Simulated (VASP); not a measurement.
# ZnS (Sphalerite) with r2SCAN: from relaxation to properties, part 3 of 4

Aim: relax ZnS (Sphalerite) with r2SCAN, compute its properties on that cell and hold them against experiment. The start is a cell from a database of measured crystal structures.

VASP 6.6.1, plane waves and PAW; the level of theory is named at each step.

So far, least gap on mesh and path (eV): step 5 (bands along the symmetry lines (r2SCAN)) 2.73. The relaxed cell has a = 5.381 Å (conventional setting).

## (6) Density of states (r2SCAN)

Level of this step: r2SCAN; plane waves and PAW (Zn, S) (VASP).

A density of states needs more k-points than a total energy; ISMEAR = -5 takes tetrahedra, and LORBIT projects the states on the PAW spheres. The mesh is finer than in the run before.

Input file INCAR:

```
SYSTEM = ZnS
PREC = Accurate
ENCUT = 400
EDIFF = 1E-06
NELM = 100
ISMEAR = -5
SIGMA = 0.05
LREAL = .FALSE.
ALGO = Normal
METAGGA = R2SCAN
LASPH = .TRUE.
NBANDS = 21
LORBIT = 11
LWAVE = .FALSE.
LCHARG = .FALSE.
KPAR = 2
NEDOS = 2001
```

Input file POSCAR:

```
ZnS
1.0
    0.0000000000      2.6902736767      2.6902736767
    2.6902736767      0.0000000000      2.6902736767
    2.6902736767      2.6902736767      0.0000000000
Zn S
1 1
Direct
    0.0000000000      0.0000000000      0.0000000000
    0.2500000000      0.2500000000      0.2500000000
```

Input file KPOINTS:

```
Automatic mesh
0
Gamma
11 11 11
0 0 0
```

PAW data sets: Zn and S (PBE family, release 64).

The run is started by

```console
$ mpirun -np 2 vasp_std
```

Output:

```text
[... set-up lines as in an earlier step ...]
 entering main loop
       N       E                     dE             d eps       ncg     rms          rms(c)
DAV:   1     0.838548643802E+02    0.83855E+02   -0.72538E+03  2391   0.879E+02
DAV:   2    -0.138883600175E+02   -0.97743E+02   -0.89609E+02  2453   0.221E+02
DAV:   3    -0.218381820457E+02   -0.79498E+01   -0.78582E+01  2807   0.605E+01
DAV:   4    -0.219301880261E+02   -0.92006E-01   -0.91947E-01  2720   0.660E+00
DAV:   5    -0.219306680926E+02   -0.48007E-03   -0.48006E-03  2746   0.478E-01    0.727E+00
DAV:   6    -0.188785308968E+02    0.30521E+01   -0.10878E+00  2455   0.284E+01    0.641E+00
DAV:   7    -0.188450538707E+02    0.33477E-01   -0.33607E-01  2824   0.806E+00    0.378E+00
DAV:   8    -0.188595753381E+02   -0.14521E-01   -0.32085E-02  2737   0.137E+00    0.118E+00
DAV:   9    -0.188605850338E+02   -0.10097E-02   -0.35930E-03  2818   0.116E+00    0.156E-01
DAV:  10    -0.188607254554E+02   -0.14042E-03   -0.89148E-04  2607   0.270E-01    0.104E-01
DAV:  11    -0.188607206799E+02    0.47755E-05   -0.28364E-05  3143   0.714E-02    0.674E-02
DAV:  12    -0.188607570617E+02   -0.36382E-04   -0.48654E-05  2472   0.777E-02    0.154E-02
DAV:  13    -0.188607530802E+02    0.39816E-05   -0.58028E-06  2802   0.147E-02    0.153E-02
DAV:  14    -0.188607533234E+02   -0.24318E-06   -0.15928E-07  1371   0.798E-03
   1 F= -.18860753E+02 E0= -.18860753E+02  d E =0.000000E+00
```

It took 2.2 min on 2 MPI ranks of AMD EPYC 7R43, shared host; peak memory 0.28 GiB.

Parts of OUTCAR (step 6):

```text
   k-points           NKPTS =     56   k-points in BZ     NKDIM =     56   number of bands    NBANDS=     21

   NELECT =      18.0000    total number of electrons

 E-fermi :   1.9758

 k-point     1 :       0.0000    0.0000    0.0000
  band No.  band energies     occupation
    ...
      5      -4.0292      2.00000
      6      -4.0292      2.00000
      7       1.9550      2.00000
      8       1.9550      2.00000
      9       1.9550      2.00000
     10       4.6897      0.00000
     11       8.8459      0.00000
     12       8.8461      0.00000
     13       8.8461      0.00000
     14      14.2735      0.00000
    ...

  Total       -0.0048723     -0.0048723     -0.0048723      0.0000000      0.0000000      0.0000000
  in kB       -0.2004573     -0.2004573     -0.2004573      0.0000000      0.0000000      0.0000000
  external PRESSURE =      -0.2004573 kB  Pullay stress =       0.0000000 kB

 POSITION                                       TOTAL-FORCE (eV/Angst)
 -----------------------------------------------------------------------------------
      0.00000      0.00000      0.00000        -0.000000      0.000000      0.000000
      1.34514      1.34514      1.34514         0.000000     -0.000000     -0.000000
 -----------------------------------------------------------------------------------
    total drift:                                0.000012      0.000012      0.000012

  FREE ENERGIE OF THE ION-ELECTRON SYSTEM (eV)
  ---------------------------------------------------
  free  energy   TOTEN  =       -18.8607533234 eV

  energy  without entropy=      -18.8607533234  energy(sigma->0) =      -18.86075332

[... 6 parts as in an earlier step ...]

[... 10 further parts left out ...]
```

This step gave:

```
irreducible k-points           : 56
Fermi energy                   : 1.976 eV
pressure                       : -0.02005 GPa
gap on the k-mesh              : 2.735 eV
least direct gap on the k-mesh : 2.735 eV
```

The density of states has structure finer than the step of the table below, so its rows give means over 1 eV, whole bins alone (the curve runs from -12.0 to 10.7 eV). Peaks (eV: height): total -6.4: 21.7, -5.9: 24.4, -4.7: 2.97; S p -6.4: 1.12, -4.7: 0.725, -1.0: 0.814, 6.6: 0.393; Zn d -6.4: 18.8, -5.9: 23.5; Zn s -6.5: 0.156, -4.7: 0.625, 4.9: 0.369, 6.6: 0.245; Zn p -2.1: 0.173, 4.9: 0.142, 6.6: 0.250, 7.9: 0.381.

States under -12.0 eV and over 10.7 eV are left out. The density of states by energy, zero at the valence-band top; means over each step; values in states/eV/cell:

| energy (eV) | total | S p | Zn d | Zn s | Zn p |
| --- | --- | --- | --- | --- | --- |
| -8 | 0 | 0 | 0 | 0 | 0 |
| -7 | 0.786 | 0.0517 | 0.637 | 0.0127 | 0.00207 |
| -6 | 9.22 | 0.253 | 8.34 | 0.0606 | 0.0227 |
| -5 | 0.930 | 0.227 | 0.157 | 0.175 | 0.0232 |
| -4 | 0.659 | 0.154 | 0.149 | 0.100 | 0.0189 |
| -3 | 0.999 | 0.326 | 0.131 | 0.0437 | 0.0827 |
| -2 | 1.76 | 0.694 | 0.183 | 0.0308 | 0.161 |
| -1 | 1.47 | 0.660 | 0.173 | 0.0104 | 0.113 |
| 0 | 0.199 | 0.0981 | 0.0283 | 5.5e-4 | 0.00991 |
| 1 | 0 | 0 | 0 | 0 | 0 |
| 2 | 0 | 0 | 0 | 0 | 0 |
| 3 | 0.0137 | 0.00120 | 5.1e-5 | 0.00336 | 1.5e-4 |
| 4 | 0.443 | 0.0318 | 0.0132 | 0.0770 | 0.0297 |
| 5 | 1.58 | 0.156 | 0.0594 | 0.285 | 0.102 |
| 6 | 0.918 | 0.130 | 0.0360 | 0.133 | 0.0698 |
| 7 | 1.19 | 0.136 | 0.0434 | 0.0688 | 0.165 |
| 8 | 1.66 | 0.142 | 0.0594 | 0.0266 | 0.308 |
| 9 | 1.09 | 0.156 | 0.0489 | 0.0218 | 0.152 |
| 10 | 0.914 | 0.112 | 0.0531 | 0.0127 | 0.110 |

The gap on this mesh is 2.73 eV. In the top eV of the valence band the largest shares in the PAW spheres are S p 47 %, Zn d 13 % and Zn p 6 %. The rest lies in smaller channels or between the spheres.

## (7) Optical spectrum (r2SCAN)

LOPTICS sums transitions from filled to empty bands. NBANDS is raised for it.

Input file INCAR:

```
SYSTEM = ZnS
PREC = Accurate
ENCUT = 400
EDIFF = 1E-06
NELM = 100
ISMEAR = 0
SIGMA = 0.05
LREAL = .FALSE.
ALGO = Normal
METAGGA = R2SCAN
LASPH = .TRUE.
NBANDS = 25
LORBIT = 11
LWAVE = .FALSE.
LCHARG = .FALSE.
KPAR = 2
LOPTICS = .TRUE.
NEDOS = 1500
CSHIFT = 0.1
```

POSCAR is that of step 6.

KPOINTS is that of step 6.

The run is started by

```console
$ mpirun -np 2 vasp_std
```

Output:

```text
[... set-up lines as in an earlier step ...]
 entering main loop
       N       E                     dE             d eps       ncg     rms          rms(c)
DAV:   1     0.843888292433E+02    0.84389E+02   -0.67456E+03  2873   0.729E+02
DAV:   2    -0.136271955725E+02   -0.98016E+02   -0.88739E+02  3064   0.194E+02
DAV:   3    -0.218377537034E+02   -0.82106E+01   -0.80946E+01  3374   0.531E+01
DAV:   4    -0.219303349680E+02   -0.92581E-01   -0.92518E-01  3151   0.575E+00
DAV:   5    -0.219306702435E+02   -0.33528E-03   -0.33526E-03  3446   0.348E-01    0.727E+00
DAV:   6    -0.188798264958E+02    0.30508E+01   -0.82823E-01  2869   0.239E+01    0.635E+00
DAV:   7    -0.188456480329E+02    0.34178E-01   -0.29611E-01  3138   0.673E+00    0.378E+00
DAV:   8    -0.188597151734E+02   -0.14067E-01   -0.28432E-02  3320   0.113E+00    0.122E+00
DAV:   9    -0.188606220067E+02   -0.90683E-03   -0.34549E-03  3465   0.107E+00    0.164E-01
DAV:  10    -0.188607384997E+02   -0.11649E-03   -0.92773E-04  2981   0.237E-01    0.112E-01
DAV:  11    -0.188607337709E+02    0.47288E-05   -0.25716E-05  3527   0.390E-02    0.923E-02
DAV:  12    -0.188607602315E+02   -0.26461E-04   -0.49827E-05  3154   0.939E-02    0.279E-02
DAV:  13    -0.188607537533E+02    0.64781E-05   -0.91921E-06  3459   0.270E-02    0.281E-02
DAV:  14    -0.188607527959E+02    0.95743E-06   -0.70496E-07  1811   0.714E-03
   1 F= -.18860753E+02 E0= -.18860753E+02  d E =-.689953E-11
 optical routines
 imaginary and real dielectric function
 direction            1
 direction            2
 direction            3
```

Wall time 3 min (2 MPI ranks); peak memory 0.34 GiB.

Parts of OUTCAR (step 7):

```text
   k-points           NKPTS =     56   k-points in BZ     NKDIM =     56   number of bands    NBANDS=     25

   NELECT =      18.0000    total number of electrons

 E-fermi :   2.1553

 k-point     1 :       0.0000    0.0000    0.0000
  band No.  band energies     occupation
    ...
      5      -4.0284      2.00000
      6      -4.0284      2.00000
      7       1.9551      2.00000
      8       1.9551      2.00000
      9       1.9551      2.00000
     10       4.6898      0.00000
     11       8.8460      0.00000
     12       8.8462      0.00000
     13       8.8462      0.00000
     14      14.2735      0.00000
    ...

  Total       -0.0243424     -0.0243424     -0.0243424      0.0000000      0.0000000     -0.0000000
  in kB       -1.0015066     -1.0015066     -1.0015066      0.0000000      0.0000000     -0.0000000
  external PRESSURE =      -1.0015066 kB  Pullay stress =       0.0000000 kB

 POSITION                                       TOTAL-FORCE (eV/Angst)
 -----------------------------------------------------------------------------------
      0.00000      0.00000      0.00000         0.000000      0.000000     -0.000000
      1.34514      1.34514      1.34514        -0.000000     -0.000000      0.000000
 -----------------------------------------------------------------------------------
    total drift:                                0.000012      0.000012      0.000012

  FREE ENERGIE OF THE ION-ELECTRON SYSTEM (eV)
  ---------------------------------------------------
  free  energy   TOTEN  =       -18.8607527959 eV

  energy  without entropy=      -18.8607527959  energy(sigma->0) =      -18.86075280

 plasma frequency squared (from intraband transitions) (eV^2)
  --------------------------------------------------------------------------------------
       0.000       0.000       0.000
       0.000       0.000      -0.000
       0.000      -0.000       0.000

[... 7 parts as in an earlier step ...]

[... 9 further parts left out ...]
```

These are independent-particle spectra without excitons or local fields, and fine structure depends on the mesh and on CSHIFT.

Numbers from this step:

- bands: 25
- Fermi energy: 2.155 eV
- pressure: -0.1002 GPa

The imaginary dielectric function, xx has structure finer than the step of the table below, so its rows give means over 1 eV, whole bins alone (the curve runs from 0 to 25.0 eV). Peaks (eV: height): 4.7: 4.89, 5.2: 7.14, 6.4: 12.8, 6.9: 13.9, 8.0: 9.27.

Imaginary dielectric function, xx against photon energy; means over each step:

| photon energy (eV) | imaginary dielectric function, xx |
| --- | --- |
| 1 | 0.0254 |
| 2 | 0.0781 |
| 3 | 0.619 |
| 4 | 1.58 |
| 5 | 4.88 |
| 6 | 8.54 |
| 7 | 10.0 |
| 8 | 7.66 |
| 9 | 5.41 |
| 10 | 2.99 |
| 11 | 2.59 |
| 12 | 1.81 |
| 13 | 1.47 |
| 14 | 1.05 |
| 15 | 0.847 |
| 16 | 0.551 |
| 17 | 0.515 |
| 18 | 0.427 |
| 19 | 0.433 |
| 20 | 0.412 |
| 21 | 0.354 |
| 22 | 0.307 |
| 23 | 0.237 |
| 24 | 0.210 |

Real dielectric function, xx against photon energy:

```csv
photon energy (eV),"real dielectric function, xx"
0.0,5.58
0.5,5.61
1.0,5.70
1.5,5.86
2.0,6.13
2.5,6.62
3.0,7.10
3.5,7.24
4.0,8.06
4.5,9.99
5.0,9.78
5.5,7.07
6.0,11.6
6.5,3.86
7.0,-1.23
7.5,0.171
8.0,0.649
8.5,-2.16
9.0,-2.98
9.5,-3.15
10.0,-1.84
10.5,-1.47
11.0,-1.20
11.5,-1.74
12.0,-1.32
12.5,-1.02
13.0,-1.03
13.5,-0.841
14.0,-0.900
14.5,-0.500
15.0,-0.837
15.5,-0.521
16.0,-0.363
16.5,-0.186
17.0,-0.157
17.5,-0.0948
18.0,0.0464
18.5,0.0908
19.0,0.0303
19.5,0.144
20.0,0.190
20.5,0.174
21.0,0.134
21.5,0.245
22.0,0.251
22.5,0.251
23.0,0.332
23.5,0.346
24.0,0.376
24.5,0.396
```

The mean of ε2 over directions passes 5 % of its top at 3.18 eV, against a least direct gap of 2.73 eV on this mesh, so the first direct transitions are weak, forbidden or few.

## (8) Starting orbitals for the hybrid

A hybrid converges badly from random orbitals, so a cheap semilocal run writes a WAVECAR on the same mesh first.

Input file INCAR:

```
SYSTEM = ZnS
PREC = Accurate
ENCUT = 400
EDIFF = 1E-05
NELM = 100
ISMEAR = 0
SIGMA = 0.05
LREAL = .FALSE.
ALGO = Normal
METAGGA = R2SCAN
LASPH = .TRUE.
NBANDS = 15
LORBIT = 11
LWAVE = .TRUE.
LCHARG = .FALSE.
KPAR = 2
```

POSCAR is that of step 7.

Input file KPOINTS:

```
Automatic mesh
0
Gamma
5 5 5
0 0 0
```

The run is started by

```console
$ mpirun -np 2 vasp_std
```

Output:

```text
[... set-up lines as in an earlier step ...]
 entering main loop
       N       E                     dE             d eps       ncg     rms          rms(c)
DAV:   1     0.674660477373E+02    0.67466E+02   -0.80790E+03   300   0.127E+03
DAV:   2    -0.166827076509E+02   -0.84149E+02   -0.77086E+02   328   0.246E+02
DAV:   3    -0.218711838009E+02   -0.51885E+01   -0.51703E+01   370   0.643E+01
DAV:   4    -0.219212030951E+02   -0.50019E-01   -0.50012E-01   363   0.653E+00
DAV:   5    -0.219217620600E+02   -0.55896E-03   -0.55896E-03   405   0.653E-01    0.725E+00
DAV:   6    -0.188646100857E+02    0.30572E+01   -0.15256E+00   314   0.398E+01    0.649E+00
DAV:   7    -0.188336482705E+02    0.30962E-01   -0.44206E-01   356   0.112E+01    0.375E+00
DAV:   8    -0.188488956041E+02   -0.15247E-01   -0.31842E-02   314   0.175E+00    0.120E+00
DAV:   9    -0.188504967668E+02   -0.16012E-02   -0.29441E-03   385   0.126E+00    0.101E-01
DAV:  10    -0.188506094305E+02   -0.11266E-03   -0.83682E-04   342   0.308E-01    0.703E-02
DAV:  11    -0.188506472159E+02   -0.37785E-04   -0.20261E-04   391   0.385E-01    0.288E-02
DAV:  12    -0.188506502147E+02   -0.29988E-05   -0.60885E-05   328   0.208E-01
   1 F= -.18850650E+02 E0= -.18850650E+02  d E =-.494894E-17
 writing wavefunctions
```

Run time: 28 s. Hardware: 2 MPI ranks; peak memory 0.23 GiB.

Parts of OUTCAR (step 8):

```text
   k-points           NKPTS =     10   k-points in BZ     NKDIM =     10   number of bands    NBANDS=     15

   NELECT =      18.0000    total number of electrons

 E-fermi :   2.2474

 k-point     1 :       0.0000    0.0000    0.0000
  band No.  band energies     occupation
    ...
      5      -4.0263      2.00000
      6      -4.0263      2.00000
      7       1.9621      2.00000
      8       1.9621      2.00000
      9       1.9621      2.00000
     10       4.6941      0.00000
     11       8.8491      0.00000
     12       8.8493      0.00000
     13       8.8493      0.00000
     14      14.2771      0.00000
    ...

  Total       -0.0440575     -0.0440575     -0.0440575      0.0000000      0.0000000      0.0000000
  in kB       -1.8126381     -1.8126381     -1.8126381      0.0000000      0.0000000      0.0000000
  external PRESSURE =      -1.8126381 kB  Pullay stress =       0.0000000 kB

  FREE ENERGIE OF THE ION-ELECTRON SYSTEM (eV)
  ---------------------------------------------------
  free  energy   TOTEN  =       -18.8506502147 eV

  energy  without entropy=      -18.8506502147  energy(sigma->0) =      -18.85065021

[... 7 parts as in an earlier step ...]

[... 10 further parts left out ...]
```

A gap read on the k-mesh alone can miss the band edges.

Numbers from this step:

| Property | Result |
| --- | --- |
| SCF cycles | 12 |
| bands | 15 |
| irreducible k-points | 10 |
| free energy (TOTEN) | -18.85 eV |
| Fermi energy | 2.247 eV |
| pressure | -0.1813 GPa |
| gap on the k-mesh | 2.732 eV |
| least direct gap on the k-mesh | 2.732 eV |

[end of part 3 of 4]

[Lines on the potential files, build, host, timing and source positions are cut from VASP's logs without a mark.]

[Logs are printed without paths, hosts, clocks, repeated set-up lines and the standing remarks that a program may print on its own settings, such as how far it seeks lower states.]

[Hosts, paths, dates, database ids (printed as entryN), source tags and the programs' standing remarks are cut or masked in the printed files.]

[A measured line is paired with the nearest computed mode of its activity, which favours agreement.]
